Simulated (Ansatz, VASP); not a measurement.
## Two plane-wave programs on ReSe3

```
Re Se
1.0
    -2.65264    2.65264    2.65264
     2.65264   -2.65264    2.65264
     2.65264    2.65264   -2.65264
Re Se
1 3
Direct
  0.00000 0.00000 0.00000
  0.00000 0.50000 0.50000
  0.50000 0.00000 0.50000
  0.50000 0.50000 0.00000
```

Alike in both runs: functional PBE; k mesh 12 × 12 × 12; occupations gaussian, width 0.1 eV; collinear spin.

Ansatz relaxed the structure, and its values are those at the end. VASP's run is a single point on that final structure, the one shown.

|  | VASP | Ansatz |
| --- | --- | --- |
| version | VASP 6.6.1 | Ansatz 0.2.0 |
| potentials or method | VASP PAW PBE potentials, release 64 (Re, Se) | scalar-relativistic, plane waves, PAW |
| plane-wave cutoff (eV) | 520 | 420 |
| valence electrons in the cell | 25 | 63 |

|  | VASP | Ansatz | Ansatz less VASP |
| --- | --- | --- | --- |
| gap on the k mesh at the Fermi level (eV) | none | none | - |
| pressure (GPa) | 0.1 | 0.0 | -0.14 |
| net moment per atom (μB) | 0.00 | 0.00 | 0.000 |

A gap of «none» marks a metal or a gap that the smearing closes. The two sets of potentials don't hold the same shells in valence. Ansatz warned: «seeded_moment_not_kept».

Spin-orbit coupling is left out, which matters for the levels of Re.
